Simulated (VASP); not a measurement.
Given:

```
BaTiO3
1.0
    4.09810     0.00000     0.00000
    0.00000     4.09810     0.00000
    0.00000     0.00000     4.09810
Ba Ti O
1 1 3
Direct
  0.00000   0.00000   0.00000
  0.50000   0.50000   0.50000
  0.50000   0.00000   0.50000
  0.00000   0.50000   0.50000
  0.50000   0.50000   0.00000
```

Computed with vdW-DF2, VASP's PBE PAW potentials (set 64) (plane waves; VASP 6.6.1). Settings: 520 eV cut-off, Gaussian smearing of 0.050 eV, potentials Ba_sv Ti_sv O.

Unless said otherwise, spin-orbit coupling is left out, though it shifts the bands of the heavy elements here.

Problem. Give the energies of bands 12 to 23 at the high-symmetry points, in eV from the valence-band maximum.

Solution. 
```json
[
 {"band": "12", "Γ": "-2.22", "X": "-3.70", "M": "-3.97", "R": "-4.13"},
 {"band": "13", "Γ": "-2.22", "X": "-2.53", "M": "-3.65", "R": "-3.54"},
 {"band": "14", "Γ": "-2.22", "X": "-2.53", "M": "-3.56", "R": "-3.54"},
 {"band": "15", "Γ": "-0.96", "X": "-1.79", "M": "-2.36", "R": "-2.34"},
 {"band": "16", "Γ": "-0.96", "X": "-1.68", "M": "-2.36", "R": "-2.34"},
 {"band": "17", "Γ": "-0.96", "X": "-1.68", "M": "-1.66", "R": "-2.34"},
 {"band": "18", "Γ": "-0.19", "X": "-1.66", "M": "-0.86", "R": "0.00"},
 {"band": "19", "Γ": "-0.19", "X": "-0.68", "M": "-0.86", "R": "0.00"},
 {"band": "20", "Γ": "-0.19", "X": "-0.68", "M": "-0.08", "R": "0.00"},
 {"band": "21", "Γ": "1.62", "X": "1.74", "M": "3.08", "R": "3.65"},
 {"band": "22", "Γ": "1.62", "X": "3.08", "M": "3.08", "R": "3.65"},
 {"band": "23", "Γ": "1.62", "X": "3.08", "M": "3.45", "R": "3.65"}
]
```

The gap is indirect, 1.62 eV, from the valence maximum at R to the conduction minimum at Γ.

Measured: gap 3.20 eV (computed value off by -1.58 eV), as given by Yu-ichiro Matsushita et al., Physical Review B (2011), arXiv:1104.2769.

The compound is BaTiO3 in the cubic perovskite structure, the ideal cubic form; the compound distorts at low or room temperature. It was relaxed first, which changed the volume by +8 %.
